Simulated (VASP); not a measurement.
Output of a VASP run:

**OSZICAR**
```
       N       E                     dE             d eps       ncg     rms          rms(c)
DAV:   1     0.388869402931E+03    0.38887E+03   -0.19744E+04  1608   0.242E+03
DAV:   2     0.258454951623E+02   -0.36302E+03   -0.35655E+03  1736   0.557E+02
DAV:   3    -0.244289770165E+02   -0.50274E+02   -0.49523E+02  1936   0.187E+02
DAV:   4    -0.262916982804E+02   -0.18627E+01   -0.18611E+01  1736   0.406E+01
DAV:   5    -0.263475774802E+02   -0.55879E-01   -0.55873E-01  2128   0.699E+00    0.116E+01
DAV:   6    -0.226974680034E+02    0.36501E+01   -0.24757E+01  2648   0.520E+01    0.476E+00
DAV:   7    -0.226873946572E+02    0.10073E-01   -0.22591E+00  1792   0.980E+00    0.255E+00
DAV:   8    -0.226922749503E+02   -0.48803E-02   -0.59022E-01  2368   0.568E+00    0.106E+00
DAV:   9    -0.226694320326E+02    0.22843E-01   -0.18313E-01  2448   0.411E+00    0.265E-01
DAV:  10    -0.226715627079E+02   -0.21307E-02   -0.20160E-02  2208   0.124E+00    0.199E-01
DAV:  11    -0.226707105339E+02    0.85217E-03   -0.62187E-03  2520   0.753E-01    0.279E-02
DAV:  12    -0.226707953025E+02   -0.84769E-04   -0.70738E-04  1664   0.165E-01    0.479E-02
DAV:  13    -0.226707711589E+02    0.24144E-04   -0.15654E-04  2432   0.143E-01    0.687E-03
DAV:  14    -0.226707725126E+02   -0.13537E-05   -0.13252E-05  2120   0.340E-02    0.455E-03
DAV:  15    -0.226707725280E+02   -0.15410E-07   -0.14822E-06  1456   0.983E-03
   1 F= -.22670773E+02 E0= -.22670773E+02  d E =-.455838E-15
```

### OUTCAR
```
------------------------ aborting loop because EDIFF is reached ----------------------------------------
  FORCE on cell =-STRESS in cart. coord.  units (eV):
  Direction    XX          YY          ZZ          XY          YZ          ZX
  --------------------------------------------------------------------------------------
  Total        0.9101778      1.5292273      1.8789839      0.0000000      0.0000000     -0.0901041
  in kB       20.7309250     34.8308813     42.7972138      0.0000000      0.0000000     -2.0522810
  external PRESSURE =      32.7863400 kB  Pullay stress =       0.0000000 kB
  volume of cell :       70.34
      direct lattice vectors                 reciprocal lattice vectors
     3.894914000  0.000000000  0.000000000     0.256745078  0.000000000  0.000000000
     0.000000000  3.818892000  0.000000000     0.000000000  0.261856057  0.000000000
     0.000000000  0.000000000  4.729148000     0.000000000  0.000000000  0.211454579
 POSITION                                       TOTAL-FORCE (eV/Angst)
 -----------------------------------------------------------------------------------
      1.94746      0.00000      3.60361         0.068327      0.000000     -0.540167
      0.00000      1.90945      1.12554         0.024902      0.000000      0.532348
      1.94746      1.90945      0.00000         0.120618      0.000000      0.143512
      0.02962      0.00000      0.00000        -0.213847      0.000000     -0.135693
 -----------------------------------------------------------------------------------
    total drift:                               -0.000140      0.000000      0.000010
  FREE ENERGIE OF THE ION-ELECTRON SYSTEM (eV)
  ---------------------------------------------------
  free  energy   TOTEN  =       -22.6707725280 eV

  energy  without entropy=      -22.6707725280  energy(sigma->0) =      -22.67077253
```
(Selected blocks of OUTCAR.)

### POSCAR
```
SnO
1
    3.8949140000     0.0000000000     0.0000000000
    0.0000000000     3.8188920000     0.0000000000
    0.0000000000     0.0000000000     4.7291480000
Sn O
2 2
Direct
  0.5000000000   0.0000000000   0.7620000000
  0.0000000000   0.5000000000   0.2380000000
  0.5000000000   0.5000000000   0.0000000000
  0.0076060000   0.0000000000   0.0000000000
```

Problem. Write an INCAR and KPOINTS that could have produced this output.

Solution. Several could match; the one computed here: the input of the run itself, PBE GGA, plane waves, VASP's PBE PAW potentials (set 64).

File KPOINTS:
```
K-points
0
G
5 5 4
0 0 0
```

### INCAR
```
ISMEAR=0   ! Gaussian
SIGMA=0.05
ISIF=2   ! forces and stress, cell fixed
LWAVE=.FALSE.
PREC=Accurate
ENCUT=475   ! plane-wave cut-off (eV)
ALGO=Normal   ! blocked Davidson
GGA=PE
NELM=100   ! most electronic steps
LMAXMIX=4
SYSTEM=SnO
LASPH=.TRUE.   ! aspherical one-centre terms
EDIFF=1E-6   ! SCF stop (eV)
LREAL=.FALSE.   ! projection in real space or not
LCHARG=.FALSE.
```

POTCAR, in this order: Sn_d O (PBE.64 set). Program: vasp_std.

At this cut-off the stress carries a Pulay error, which pulls relaxed volumes low.

The compound is SnO in the litharge structure. The cell was not relaxed at this level. The run is one of a series of settings (ENCUT = 475 against the base run), some of them coarse on purpose.
